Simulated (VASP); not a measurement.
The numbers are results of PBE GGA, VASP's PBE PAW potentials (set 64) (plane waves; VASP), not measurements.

VASP input:

### KPOINTS
```
Automatic mesh
0
Gamma
15 15 8
0 0 0
```

**POSCAR**
```
Zr
1
    3.2298235338     0.0000000000     0.0000000000
   -1.6149117669     2.7971091758     0.0000000000
    0.0000000000     0.0000000000     5.1817183512
Zr
2
Direct
  0.6666670000   0.3333330000   0.7500000000
  0.3333330000   0.6666670000   0.2500000000
```

INCAR:
```
# general
SYSTEM  = Zr
PREC    = Normal
ENCUT   = 400   # plane-wave cut-off (eV)
LREAL   = .FALSE.
LASPH   = .TRUE.

# electronic loop
EDIFF   = 1E-5
NELM    = 100   # most electronic steps
NELMIN  = 4
ALGO    = Fast   # Davidson, then RMM-DIIS
LMAXMIX = 4

# smearing
ISMEAR  = 1   # Methfessel-Paxton
SIGMA   = 0.1   # width (eV)

# functional
GGA     = PE

# ions
IBRION  = 2   # conjugate gradients
NSW     = 20
ISIF    = 2
EDIFFG  = -0.03   # ionic stop

# output
LWAVE   = .FALSE.
LCHARG  = .FALSE.
```

POTCAR, in this order: Zr_sv (PBE.64 set). Program: vasp_std.

Output

OSZICAR:
```
       N       E                     dE             d eps       ncg     rms          rms(c)
DAV:   1     0.179948107723E+03    0.17995E+03   -0.12101E+04  4336   0.123E+03
DAV:   2    -0.513707139315E+01   -0.18509E+03   -0.18360E+03  5496   0.369E+02
DAV:   3    -0.175693987720E+02   -0.12432E+02   -0.12302E+02  8320   0.682E+01
DAV:   4    -0.177527924890E+02   -0.18339E+00   -0.18335E+00  4672   0.978E+00
DAV:   5    -0.177576850225E+02   -0.48925E-02   -0.48925E-02  6800   0.107E+00    0.142E+01
RMM:   6    -0.171449216276E+02    0.61276E+00   -0.86922E-01  4441   0.775E+00    0.577E+00
RMM:   7    -0.170221563386E+02    0.12277E+00   -0.89047E-01  4593   0.642E+00    0.120E+00
RMM:   8    -0.170364692307E+02   -0.14313E-01   -0.11346E-01  5150   0.272E+00    0.730E-01
RMM:   9    -0.170394835732E+02   -0.30143E-02   -0.41073E-02  5429   0.146E+00    0.354E-01
RMM:  10    -0.170386949087E+02    0.78866E-03   -0.98419E-03  4865   0.985E-01    0.868E-02
RMM:  11    -0.170388986005E+02   -0.20369E-03   -0.29826E-03  6039   0.368E-01    0.391E-02
RMM:  12    -0.170389780749E+02   -0.79474E-04   -0.75971E-04  6118   0.165E-01    0.223E-02
RMM:  13    -0.170390142851E+02   -0.36210E-04   -0.25627E-04  5200   0.910E-02    0.151E-02
RMM:  14    -0.170390269608E+02   -0.12676E-04   -0.10378E-04  4474   0.584E-02    0.817E-03
RMM:  15    -0.170390335197E+02   -0.65590E-05   -0.50381E-05  3854   0.408E-02
   1 F= -.17039034E+02 E0= -.17039288E+02  d E =-.170390E+02
```

### OUTCAR
```
------------------------ aborting loop because EDIFF is reached ----------------------------------------
  FORCE on cell =-STRESS in cart. coord.  units (eV):
  Direction    XX          YY          ZZ          XY          YZ          ZX
  --------------------------------------------------------------------------------------
  Total       -0.0467328     -0.0467328     -0.1327112     -0.0000000     -0.0000000      0.0000000
  in kB       -1.5994501     -1.5994501     -4.5420932     -0.0000000     -0.0000000      0.0000000
  external PRESSURE =      -2.5803311 kB  Pullay stress =       0.0000000 kB
  volume of cell :       46.81
      direct lattice vectors                 reciprocal lattice vectors
     3.229823534  0.000000000  0.000000000     0.309614439  0.178755983  0.000000000
    -1.614911767  2.797109176  0.000000000     0.000000000  0.357511966  0.000000000
     0.000000000  0.000000000  5.181718351     0.000000000  0.000000000  0.192986174
 POSITION                                       TOTAL-FORCE (eV/Angst)
 -----------------------------------------------------------------------------------
      1.61491      0.93237      3.88629         0.000000     -0.000000      0.000000
     -0.00000      1.86474      1.29543        -0.000000      0.000000      0.000000
 -----------------------------------------------------------------------------------
    total drift:                               -0.002426      0.001401     -0.000709
  FREE ENERGIE OF THE ION-ELECTRON SYSTEM (eV)
  ---------------------------------------------------
  free  energy   TOTEN  =       -17.0390335197 eV

  energy  without entropy=      -17.0397967150  energy(sigma->0) =      -17.03928792

 reached required accuracy - stopping structural energy minimisation
```
(Selected blocks of OUTCAR.)

The compound is Zr in the hcp structure. It was relaxed first.
